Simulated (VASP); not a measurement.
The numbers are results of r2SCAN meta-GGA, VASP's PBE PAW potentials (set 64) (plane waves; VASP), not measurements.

Input for VASP

### KPOINTS
```
Automatic mesh
0
Gamma
8 8 8
0 0 0
```

**INCAR**
```
SYSTEM=PbSe
PREC=Normal; ENCUT=400; LREAL=.FALSE.
LASPH=.TRUE.
EDIFF=1E-5; NELM=100; NELMIN=4
ALGO=Normal; LMAXMIX=4; LMIXTAU=.TRUE.
ISMEAR=0; SIGMA=0.05
METAGGA=R2SCAN
IBRION=2; NSW=20; ISIF=2
EDIFFG=-0.03
LWAVE=.FALSE.; LCHARG=.FALSE.
```

**POSCAR**
```
PbSe
1
   -0.0000000000     3.0888224664     3.0888224664
    3.0888224664    -0.0000000000     3.0888224664
    3.0888224664     3.0888224664    -0.0000000000
Pb Se
1 1
Direct
  0.0000000000   0.0000000000   0.0000000000
  0.5000000000   0.5000000000   0.5000000000
```

POTCAR, in this order: Pb_d Se (PBE.64 set). Program: vasp_std.

What VASP printed:

OSZICAR:
```
       N       E                     dE             d eps       ncg     rms          rms(c)
DAV:   1     0.787105124427E+02    0.78711E+02   -0.85651E+03   836   0.120E+03
DAV:   2    -0.652773678672E+02   -0.14399E+03   -0.14058E+03   854   0.325E+02
DAV:   3    -0.764535538814E+02   -0.11176E+02   -0.10964E+02  1082   0.977E+01
DAV:   4    -0.766855734756E+02   -0.23202E+00   -0.23193E+00   866   0.174E+01
DAV:   5    -0.766935824613E+02   -0.80090E-02   -0.80089E-02  1086   0.298E+00    0.295E+00
DAV:   6    -0.717177428213E+02    0.49758E+01   -0.26036E+00   950   0.310E+01    0.222E+00
DAV:   7    -0.718272042501E+02   -0.10946E+00   -0.83620E-01   812   0.111E+01    0.122E+00
DAV:   8    -0.718680046229E+02   -0.40800E-01   -0.79993E-01   812   0.615E+00    0.614E-01
DAV:   9    -0.719150150624E+02   -0.47010E-01   -0.10381E-01   824   0.255E+00    0.424E-01
DAV:  10    -0.719061943503E+02    0.88207E-02   -0.47913E-02   848   0.177E+00    0.126E-01
DAV:  11    -0.719314450655E+02   -0.25251E-01   -0.63643E-02   824   0.222E+00    0.984E-02
DAV:  12    -0.719344687782E+02   -0.30237E-02   -0.13453E-03   956   0.335E-01    0.691E-02
DAV:  13    -0.719344397460E+02    0.29032E-04   -0.44767E-04   962   0.246E-01    0.302E-02
DAV:  14    -0.719378050597E+02   -0.33653E-02   -0.32985E-03   824   0.531E-01    0.149E-02
DAV:  15    -0.719377920856E+02    0.12974E-04   -0.59467E-05   974   0.841E-02    0.114E-02
DAV:  16    -0.719378189472E+02   -0.26862E-04   -0.30104E-05   708   0.809E-02    0.916E-03
DAV:  17    -0.719378209838E+02   -0.20366E-05   -0.14075E-05   484   0.361E-02
   1 F= -.71937821E+02 E0= -.71937821E+02  d E =-.719378E+02
```

### OUTCAR
```
------------------------ aborting loop because EDIFF is reached ----------------------------------------
  FORCE on cell =-STRESS in cart. coord.  units (eV):
  Direction    XX          YY          ZZ          XY          YZ          ZX
  --------------------------------------------------------------------------------------
  Total       -0.0112665     -0.0112665     -0.0112665     -0.0000000      0.0000000      0.0000000
  in kB       -0.3062595     -0.3062595     -0.3062595     -0.0000000      0.0000000      0.0000000
  external PRESSURE =      -0.3062595 kB  Pullay stress =       0.0000000 kB
  volume of cell :       58.94
      direct lattice vectors                 reciprocal lattice vectors
     0.000000000  3.088822466  3.088822466    -0.161873984  0.161873984  0.161873984
     3.088822466  0.000000000  3.088822466     0.161873984 -0.161873984  0.161873984
     3.088822466  3.088822466  0.000000000     0.161873984  0.161873984 -0.161873984
  FREE ENERGIE OF THE ION-ELECTRON SYSTEM (eV)
  ---------------------------------------------------
  free  energy   TOTEN  =       -71.9378209838 eV

  energy  without entropy=      -71.9378209838  energy(sigma->0) =      -71.93782098

 reached required accuracy - stopping structural energy minimisation
```
(Selected blocks of OUTCAR.)

The compound is PbSe in the rock salt structure. It was relaxed first.
